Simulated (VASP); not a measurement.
Input:

```
ZrB2
1.0
    1.58463    -2.74466     0.00000
    1.58463     2.74466     0.00000
    0.00000     0.00000     3.54693
Zr B
1 2
Direct
  0.00000   0.00000   0.00000
  0.33333   0.66667   0.50000
  0.66667   0.33333   0.50000
```

The numbers are results of PBE GGA, VASP's PBE PAW potentials (set 64) (plane waves; VASP), not measurements. Numerical set-up: 600 eV cut-off, 10×10×8 Γ-centred mesh, first-order Methfessel-Paxton smearing of 0.10 eV, potentials Zr_sv B.

Each relaxation starts from this cell; other phases were not tried.

Q: The cell is relaxed at 10 GPa. What happens?

A: The volume per atom goes from 10.28 to 9.90 Å³ (-3.8 %), and the cell becomes a = b = 3.131 Å, c = 3.496 Å, α = β = 90.00°, γ = 120.00°, space group P6/mmm.

Q: The cell is relaxed at 30 GPa. What happens?

A: The volume per atom goes from 10.28 to 9.28 Å³ (-9.7 %), and the cell becomes a = 3.0686 Å, b = 3.0686 Å, c = 3.4156 Å, α = 90.00°, β = 90.00°, γ = 120.00°, space group P6/mmm.

Failed runs are left out, and for metals the shear rows, which the mesh's noise covers.

The compound is ZrB2 in the AlB2 type structure.
